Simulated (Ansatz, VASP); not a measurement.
**Al6Si in two plane-wave programs**

Wanted: the spread between two codes on one cell, functional and k mesh. The cell is generated by rule, not measured, and may not be a known phase. The cell is taken from a series of runs on this material, whose earlier steps may have relaxed, scaled, displaced or heated it; both programs get it as it stands.

Method: plane waves, with VASP 6.6.1 beside it; single point at PBEsol, in Ansatz 0.2.0.

The structure was built from a prototype and need not be the compound's stable phase.

### 1. The starting structure

The structure is orthorhombic, space group Amm2 (No. 38). Conventional cell: a = 6.149 Å, b = 8.696 Å, c = 8.696 Å, α = 90.00°, β = 90.00°, γ = 90.00°. Nearest to Si lie 10 Al at 4.36 to 4.47 Å. Nearest to Al lie 5 Al at 2.43 to 2.63 Å. Al has 5 Al at 2.43 to 2.63 Å nearest. Nearest to Al lie 5 Al at 2.43 to 2.63 Å. Farther neighbours are not listed.

### 2. Ansatz: single point, PBEsol, pair 1

Ansatz runs on its default PAW (the set named soft_2) files.

With cell and atoms fixed, the geometry can't cause a difference; cores, projectors, grids and the points listed under the comparison can.

input.yaml

```yaml
crystal:
  lattice:
    - [6.1489135354, 0.0, 0.0]
    - [0.0, 6.1489135354, 0.0]
    - [0.0, 0.0, 6.1489135354]
  atoms:
    - { symbol: Si, position: [0.0, 0.0160995839, 0.0160995839] }
    - { symbol: Al, position: [0.1974385139, 0.4972138954, 0.4972138954] }
    - { symbol: Al, position: [0.5, 0.1946317195, 0.4972138954] }
    - { symbol: Al, position: [0.8025614861, 0.4972138954, 0.4972138954] }
    - { symbol: Al, position: [0.5, 0.7997546917, 0.4972138954] }
    - { symbol: Al, position: [0.5, 0.4972138954, 0.1946317195] }
    - { symbol: Al, position: [0.5, 0.4972138954, 0.7997546917] }
kpoints:
  mp_grid: { grid: [6, 6, 6] }
hamiltonian:
  xc: pbesol
scf:
  occupations: { method: methfessel_paxton, width: 0.15 }
output:
  forces: true
  stress: true
  eigenvalues: true
```

On the command line:

```console
$ ansatz run input.yaml --threads 8 --pin off --max-ram 14336MiB --backend cpu --events-out ev --progress --plain --runs-dir out
```

Numbers of over 12 decimals in the logs are rounded to 6 here.

The program printed:

```text
Engine: ansatz 0.2.0, aarch64-unknown-linux-gnu
Pseudopotentials: kind: paw
Pseudopotential: Si, paw, valence charge 4, recommended cutoff 420 eV (normal), Si.paw.azcp
Pseudopotential: Al, paw, valence charge 3, recommended cutoff 420 eV (normal), Al.paw.azcp
Functional definition: PBEsol
  exchange = pbesol_x
  correlation = pbesol_c
Crystal: 7 atoms, lattice volume = 232.485 Å³
Basis set: ecut = 420 eV, 4553 PW (Γ), exchange–correlation on 90×90×90 points (8 copies of the dense FFT grid, shifted against one another)
Bands: 18, of which v1, the nominal top of the filled ones, is band 11 counted from 1 (10 counted from 0)
Symmetry: 4 space group operations
Space group: Amm2 (ITA 38), of the structure as read, at distance tolerance 6.1e-5 Å
k-points: 52 of 216 (time reversal used)
Non-local potential: Si, projectors of the file, l = 0: 2, l = 1: 2, l = 2: 2
Non-local potential: Al, projectors of the file, l = 0: 2, l = 1: 2, l = 2: 1
PAW form: soft (Blöchl's): semilocal exchange-correlation on the pseudo side does not see the compensation charge
PAW frozen core: Si, regenerated for the run's functional, and the local potential with it (the file was generated under x = pbe(κ = 0.804, μ = 0.219515), c = pbe(β = 0.066725))
PAW frozen core: Al, regenerated for the run's functional, and the local potential with it (the file was generated under x = pbe(κ = 0.804, μ = 0.219515), c = pbe(β = 0.066725))
PAW one-centre angular grid: Si, 110 points (default); XC on 64 Gauss nodes
PAW one-centre angular grid: Al, 110 points (default); XC on 64 Gauss nodes
Initial density: superposition of atomic densities (neutral atoms: chi_scale 0, normalization atom), corrected by the library's trained network
Initial wavefunctions: pseudopotential atomic-orbital guess
Functional: x = pbesol(κ = 0.804, μ = 0.123457), c = pbesol(β = 0.046)
SCF iter   1: F=—  HF=-3760.575899 eV  |F-HF|=—  |Δ(HF+E_count)|=         —  Δρ=1.04e-2  dr2=1.63e0  ethr=1.77e-3  ⟨swp⟩=7.3  Hψ=5996  notcnv=0
preconditioner: auto → Resta (q_TF=auto, 1.842 Å⁻¹)  ε∞=5.9  [insulator: Δε(μ)=0.137 eV  Ē_g=5.139 eV  σ=0.150 eV  W_gap=0.66  n_scr=26 (ndim 8)  ℏωp=11.4 eV  f_vac=0.000  D(μ)=3.28/eV (n_scr^D=18)  ε∞_Penn≈5.9]
SCF iter   2: F=—  HF=-3760.431294 eV  |F-HF|=—  |Δ(HF+E_count)|=   1.45e-1  S|Δr|=    0.00e0  Δρ=3.67e-3  dr2=1.34e-1  ethr=1.77e-3  ⟨swp⟩=1.2  Hψ=1362  notcnv=0  defer=1
preconditioner: auto → Kerker (q_TF=auto, 1.842 Å⁻¹)  [metal: Δε(μ)=0.024 eV  Ē_g=5.091 eV  σ=0.150 eV  W_gap=0.13  n_scr=26 (ndim 8)  ℏωp=11.4 eV  f_vac=0.000  D(μ)=6.51/eV (n_scr^D=32)]
SCF iter   3: F=—  HF=-3760.416615 eV  |F-HF|=—  |Δ(HF+E_count)|=   1.47e-2  S|Δr|=    0.00e0  Δρ=1.37e-3  dr2=8.16e-3  ethr=6.08e-4  ⟨swp⟩=1.0  Hψ=912  notcnv=0  defer=1
SCF iter   4: F=—  HF=-3760.416397 eV  |F-HF|=—  |Δ(HF+E_count)|=   2.18e-4  S|Δr|=    0.00e0  Δρ=4.44e-4  dr2=2.01e-3  ethr=3.71e-5  ⟨swp⟩=2.5  Hψ=1492  notcnv=0  defer=1
SCF iter   5: F=—  HF=-3760.416435 eV  |F-HF|=—  |Δ(HF+E_count)|=   3.80e-5  S|Δr|=    0.00e0  Δρ=3.67e-4  dr2=2.20e-3  ethr=9.13e-6  ⟨swp⟩=1.9  Hψ=1196  notcnv=0  defer=1
SCF iter   6: F=—  HF=-3760.416300 eV  |F-HF|=—  |Δ(HF+E_count)|=   1.35e-4  S|Δr|=    0.00e0  Δρ=1.32e-4  dr2=2.89e-4  ethr=9.13e-6  ⟨swp⟩=1.0  Hψ=1012  notcnv=0  defer=1
SCF iter   7: F=—  HF=-3760.416283 eV  |F-HF|=—  |Δ(HF+E_count)|=   1.73e-5  S|Δr|=    0.00e0  Δρ=3.31e-5  dr2=1.76e-5  ethr=1.31e-6  ⟨swp⟩=1.0  Hψ=944  notcnv=0  defer=1
SCF iter   8: F=—  HF=-3760.416280 eV  |F-HF|=—  |Δ(HF+E_count)|=   3.57e-6  S|Δr|=    0.00e0  Δρ=6.90e-6  dr2=7.87e-7  ethr=7.98e-8  ⟨swp⟩=1.1  Hψ=984  notcnv=0  defer=1
SCF iter   9: F=-3760.416280 eV  HF=-3760.416280 eV  |F-HF|=1.51e-9  |Δ(HF+E_count)|=   5.04e-9  S|Δr|=    0.00e0  Δρ=6.83e-7  dr2=3.69e-9  ethr=4.55e-10  ⟨swp⟩=7.4  Hψ=4321  notcnv=0
SCF 1 converged in 9 iterations: F = -3760.416280 eV  dr2 = 3.69e-9
  greatest PAW one-centre occupation: 0.762 electrons in one spin orbital (limit 2), on the Si atom at site 0 (counted from 0), in its partial waves of l = 0
SCF converged after 9 iterations
Stability not checked: this state was not tested for a lower state beside it, because cold or Methfessel-Paxton smearing, or corrected tetrahedra, fill the levels in a way that the test cannot read (fill_not_monotonic; see scf.lower_state_search)
Free energy (F): -3760.416280 eV
Harris-Foulkes:  -3760.416280 eV  (|F-HF|=1.51e-9)
Internal energy: -3760.410106 eV  (E = F + TS)
E sigma→0 (E₀):  -3760.414736 eV
Entropy (-TS):   -0.006173 eV (-0.882 meV/atom)
Fermi energy:    1.625631 eV
--- Per-component energies (eV) ---
  E_band       = -38.682180
  E_kinetic    = 157.785197
  E_local      = -203.562614  (includes V_loc(G=0)·N_el)
  E_nonlocal   = 92.748544
  E_hartree    = 70.929626
  E_xc         = -277.417348
  E_vxc        = -203.493217  (∫ρ·V_xc dr)
  E_paw        = -3227.103814  (= ΣΔE_a)
  E_vpaw       = -24.019705  (= ΣTr[D̂ρ^β])
  E_aug_tail   = -0.000007  (compensation charges beyond the density's cutoff)
  E_ewald      = -373.936085
  E_core_change = 0.146395  (= ΣΔE_core)
  E_smearing   = -0.006173  (= −TS)
  E_closure    = -0.000000  (closes the sum)
  Σ components = -3760.416280   (vs F -3760.416280, Δ=0.00e0)
--- Forces (eV/Å), atoms counted from 1 ---
  atom   1  Si     0.00000000     0.20943696     0.20943696
  atom   2  Al    -0.00043729    -0.03516494    -0.03516494
  atom   3  Al     0.00000000    -0.03010938    -0.03254668
  atom   4  Al     0.00043729    -0.03516494    -0.03516494
  atom   5  Al     0.00000000    -0.03938180    -0.03706799
  atom   6  Al     0.00000000    -0.03254668    -0.03010938
  atom   7  Al     0.00000000    -0.03706799    -0.03938180
  max |Σ_I F_I| component: 1.23e-6 eV/Å
--- Stress (GPa, compression-positive) ---
       -0.022754      -0.000000       0.000000
       -0.000000      -0.000600      -0.046857
        0.000000      -0.046857      -0.000600
  P = ⅓ Tr σ = -0.0080 GPa (-0.080 kbar)
--- Band table (eV; the first three rows and the last of 52) ---
  k-point 0: bands = [... 7 lower, -0.9478, 1.6603, 1.6619, 1.6791, 2.0780, 2.0919, 2.0958, 3.5761, ... 3 higher]
  k-point 1: bands = [... 7 lower, -0.6463, 1.2944, 1.2989, 1.7622, 2.0858, 2.2028, 2.2184, 3.3448, ... 3 higher]
  k-point 2: bands = [... 7 lower, 0.4191, 0.8167, 0.8239, 1.9050, 2.1354, 2.3270, 2.3492, 3.0067, ... 3 higher]
  k-point 51: bands = [... 7 lower, -0.2585, 1.5309, 1.5313, 1.5324, 2.6033, 2.6061, 2.6083, 3.8843, ... 3 higher]
```

Reading the cycles: dr2 is the Hartree energy of the density residual (eV), the measure of convergence; HF is the Harris–Foulkes estimate of the energy, which meets the free energy F at convergence.

The run ends at a pressure of -0.01 GPa, with forces up to 0.30 eV/Å.

### 3. VASP: single point, PBEsol, pair 1

The same cell, functional, mesh and smearing now go to VASP, with its own data sets.

Lines of VASP's logs that name or quote its potential files are left out, and so is its time.

INCAR

```
SYSTEM = Al6Si
PREC = Accurate
ENCUT = 500
EDIFF = 1E-06
NELM = 120
ISMEAR = 1
SIGMA = 0.15
LREAL = .FALSE.
ALGO = Normal
GGA = PS
NBANDS = 18
LORBIT = 11
LWAVE = .FALSE.
LCHARG = .FALSE.
ISIF = 2
LASPH = .TRUE.
GGA_COMPAT = .FALSE.
KPAR = 2
```

POSCAR

```
Al6Si
1.0
    6.1489135354      0.0000000000      0.0000000000
    0.0000000000      6.1489135354      0.0000000000
    0.0000000000      0.0000000000      6.1489135354
Si Al
1 6
Direct
    0.0000000000      0.0160995839      0.0160995839
    0.1974385139      0.4972138954      0.4972138954
    0.5000000000      0.1946317195      0.4972138954
    0.8025614861      0.4972138954      0.4972138954
    0.5000000000      0.7997546917      0.4972138954
    0.5000000000      0.4972138954      0.1946317195
    0.5000000000      0.4972138954      0.7997546917
```

KPOINTS

```
Automatic mesh
0
Gamma
6 6 6
0 0 0
```

Potentials, in the order of the species: Si and Al (PBE family, release 64).

On the command line:

```console
$ mpirun -np 2 vasp_std
```

The program printed:

```text
[banner, memory and clock lines left out]
running    2 mpi-ranks, on    1 nodes
 distrk:  each k-point on    1 cores,    2 groups
 distr:  one band on    1 cores,    1 groups

 POSCAR found type information on POSCAR SiAl
 POSCAR found :  2 types and       7 ions
|                                                                             |
|               ----> ADVICE to this user running VASP <----                  |
|                                                                             |
|     You enforced a specific xc type in the INCAR file but a different       |
|     [... a line on the potential file left out ...]
|     I HOPE YOU KNOW WHAT YOU ARE DOING!                                     |
|                                                                             |

 LDA part: xc-table for (Slater+PW92), standard interpolation
 POSCAR, INCAR and KPOINTS ok, starting setup
 FFT: planning ... GRIDC
 FFT: planning ... GRID_SOFT
 FFT: planning ... GRID
 WAVECAR not read
 entering main loop
       N       E                     dE             d eps       ncg     rms          rms(c)
DAV:   1     0.308645310102E+02    0.30865E+02   -0.68343E+03  1872   0.862E+02
DAV:   2    -0.233245168664E+02   -0.54189E+02   -0.52021E+02  2404   0.111E+02
DAV:   3    -0.255657117340E+02   -0.22412E+01   -0.22241E+01  2502   0.230E+01
DAV:   4    -0.256134948306E+02   -0.47783E-01   -0.47754E-01  2750   0.393E+00
DAV:   5    -0.256145753750E+02   -0.10805E-02   -0.10804E-02  2586   0.512E-01    0.646E+00
DAV:   6    -0.221008825140E+02    0.35137E+01   -0.16714E+01  2014   0.955E+00    0.320E+00
DAV:   7    -0.220876768788E+02    0.13206E-01   -0.37985E+00  1932   0.448E+00    0.214E+00
DAV:   8    -0.220184668465E+02    0.69210E-01   -0.26004E+00  2058   0.254E+00    0.155E+00
DAV:   9    -0.219698233871E+02    0.48643E-01   -0.14943E+00  2038   0.191E+00    0.929E-01
DAV:  10    -0.219293708535E+02    0.40453E-01   -0.18689E-01  1988   0.832E-01    0.184E-01
DAV:  11    -0.219293115718E+02    0.59282E-04   -0.59847E-03  2226   0.318E-01    0.142E-01
DAV:  12    -0.219293075905E+02    0.39813E-05   -0.67341E-03  2242   0.126E-01    0.894E-02
DAV:  13    -0.219290450987E+02    0.26249E-03   -0.21261E-03  2048   0.867E-02    0.219E-02
DAV:  14    -0.219290409409E+02    0.41578E-05   -0.97668E-05  2138   0.356E-02    0.159E-02
DAV:  15    -0.219290407483E+02    0.19268E-06   -0.81336E-06  2372   0.129E-02
   1 F= -.21929041E+02 E0= -.21926943E+02  d E =-.629253E-02
```

OUTCAR, selected parts (step 3):

```text
ion  position               nearest neighbor table
   1  0.000  0.016  0.016-
   2  0.197  0.497  0.497-   4 2.43   5 2.63   7 2.63   6 2.63   3 2.63
   3  0.500  0.195  0.497-   5 2.43   7 2.63   2 2.63   4 2.63   6 2.63
   4  0.803  0.497  0.497-   2 2.43   5 2.63   7 2.63   6 2.63   3 2.63
   5  0.500  0.800  0.497-   3 2.43   7 2.63   4 2.63   2 2.63   6 2.63
   6  0.500  0.497  0.195-   7 2.43   5 2.63   2 2.63   4 2.63   3 2.63
   7  0.500  0.497  0.800-   6 2.43   5 2.63   2 2.63   4 2.63   3 2.63

  LATTYP: Found a simple cubic cell.
 ALAT       =     6.1489135354

 Subroutine GETGRP returns: Found  4 space group operations
 (whereof  4 operations were pure point group operations)

The static configuration has the point symmetry C_2v.

 Found     52 irreducible k-points:

   k-points           NKPTS =     52   k-points in BZ     NKDIM =     52   number of bands    NBANDS=     18

   dimension x,y,z NGX =    48 NGY =   48 NGZ =   48
   dimension x,y,z NGXF=    96 NGYF=   96 NGZF=   96

   ENCUT  =  500.0 eV  36.75 Ry    6.06 a.u.  11.21 11.21 11.21*2*pi/ulx,y,z

   NELECT =      22.0000    total number of electrons

 k-points in reciprocal lattice and weights: Automatic mesh
   0.00000000  0.00000000  0.00000000       0.005
   0.16666667  0.00000000  0.00000000       0.009
   0.00000000  0.16666667  0.00000000       0.019
   0.33333333  0.00000000  0.00000000       0.009
   0.00000000  0.33333333  0.00000000       0.019
   0.50000000  0.00000000  0.00000000       0.005
   0.00000000  0.50000000  0.00000000       0.009
   0.16666667  0.16666667  0.00000000       0.037
   0.00000000  0.16666667  0.16666667       0.009
[...]
0.33333333  0.50000000  0.50000000       0.009
   0.50000000  0.50000000  0.50000000       0.005

 average (electrostatic) potential at core
       1 -89.2574       2 -77.9806       3 -77.9828       4 -77.9806       5 -77.9741
       6 -77.9828       7 -77.9741

 E-fermi :   1.6202

 k-point     1 :       0.0000    0.0000    0.0000
  band No.  band energies     occupation
    ...
      6      -2.1079      2.00000
      7      -2.1079      2.00000
      8      -0.9549      2.00000
      9       1.6548      0.62101
     10       1.6564      0.60494
     11       1.6736      0.43834
     12       2.0740     -0.00016
     13       2.0878     -0.00010
     14       2.0917     -0.00008
     15       3.5697     -0.00000
    ...

 k-point     2 :       0.1667    0.0000    0.0000
  band No.  band energies     occupation
    ...
      6      -2.0953      2.00000
      7      -1.4820      2.00000
      8      -0.6544      2.00000
      9       1.2804      2.00618
     10       1.2997      2.01003
     11       1.7562     -0.02493
     12       2.0771     -0.00014
     13       2.1882     -0.00000
     14       2.2317     -0.00000
     15       3.3397     -0.00000
    ...

 k-point     3 :       0.0000    0.1667    0.0000
  band No.  band energies     occupation
    ...
      6      -2.0955      2.00000
      7      -1.4822      2.00000
      8      -0.6525      2.00000
      9       1.2885      2.00761
     10       1.2930      2.00851
     11       1.7568     -0.02643
     12       2.0817     -0.00012
     13       2.1981     -0.00000
     14       2.2138     -0.00000
     15       3.3379     -0.00000
    ...

  Total        0.0332103      0.0657236      0.0657236      0.0000000     -0.0683615     -0.0000000
  in kB        0.2288697      0.4529359      0.4529359      0.0000000     -0.4711149     -0.0000000
  external PRESSURE =       0.3782472 kB  Pullay stress =       0.0000000 kB

  energy-cutoff  :      500.00
  volume of cell :      232.49
      direct lattice vectors                 reciprocal lattice vectors
     6.148913535  0.000000000  0.000000000     0.162630356  0.000000000  0.000000000
     0.000000000  6.148913535  0.000000000     0.000000000  0.162630356  0.000000000
     0.000000000  0.000000000  6.148913535     0.000000000  0.000000000  0.162630356

 POSITION                                       TOTAL-FORCE (eV/Angst)
 -----------------------------------------------------------------------------------
      0.00000      0.09899      0.09899        -0.000000      0.209431      0.209431
      1.21403      3.05733      3.05733        -0.000532     -0.035173     -0.035173
      3.07446      1.19677      3.05733        -0.000000     -0.030142     -0.032524
      4.93488      3.05733      3.05733         0.000532     -0.035173     -0.035173
      3.07446      4.91762      3.05733        -0.000000     -0.039335     -0.037084
      3.07446      3.05733      1.19677         0.000000     -0.032524     -0.030142
      3.07446      3.05733      4.91762         0.000000     -0.037084     -0.039335
 -----------------------------------------------------------------------------------
    total drift:                               -0.000000     -0.000131     -0.000131

  FREE ENERGIE OF THE ION-ELECTRON SYSTEM (eV)
  ---------------------------------------------------
  free  energy   TOTEN  =       -21.9290407483 eV

  energy  without entropy=      -21.9227482146  energy(sigma->0) =      -21.92694324

 total charge
# of ion       s       p       d       tot
------------------------------------------
    1        0.970   0.457   0.000   1.427
    2        0.455   0.372   0.000   0.827
    3        0.455   0.372   0.000   0.827
    4        0.455   0.372   0.000   0.827
    5        0.455   0.373   0.000   0.828
    6        0.455   0.372   0.000   0.827
    7        0.455   0.373   0.000   0.828
--------------------------------------------------
tot          3.700   2.692   0.000   6.392

[... 3 further parts left out ...]
```

The run ends at a pressure of 0.04 GPa, with forces up to 0.30 eV/Å.

### 4. Differences

Known differences besides the potentials themselves: the cutoff is 420 eV in Ansatz and 500 eV in VASP; Ansatz makes its cores anew for this functional, VASP keeps those of its PBE data sets. Total energies have different zeros and are not compared.

The two programs side by side:

```
      quantity  Ansatz  VASP  difference
pressure (GPa)   -0.01  0.04       -0.05
```

Forces (eV/Å; atoms numbered as in POSCAR):

| atom | Ansatz x, y, z | VASP x, y, z |
| --- | --- | --- |
| Si1 | 0.000, 0.209, 0.209 | 0.000, 0.209, 0.209 |
| Al2 | 0.000, -0.035, -0.035 | -0.001, -0.035, -0.035 |
| Al3 | 0.000, -0.030, -0.033 | 0.000, -0.030, -0.033 |
| Al4 | 0.000, -0.035, -0.035 | 0.001, -0.035, -0.035 |
| Al5 | 0.000, -0.039, -0.037 | 0.000, -0.039, -0.037 |
| Al6 | 0.000, -0.033, -0.030 | 0.000, -0.033, -0.030 |
| Al7 | 0.000, -0.037, -0.039 | 0.000, -0.037, -0.039 |

The forces differ by 0.0 meV/Å r.m.s., which is 0.1 % of the r.m.s. force of 0.070 eV/Å (both taken over all components).

(Continued in part 2 of 2.)

[Lines on the potential files, build, host, timing and source positions are cut from VASP's logs without a mark.]

[Logs are printed without paths, hosts, clocks, repeated set-up lines and the standing remarks that a program may print on its own settings, such as how far it seeks lower states.]

[Hosts, paths, dates, database ids (printed as entryN), source tags and the programs' standing remarks are cut or masked in the printed files.]
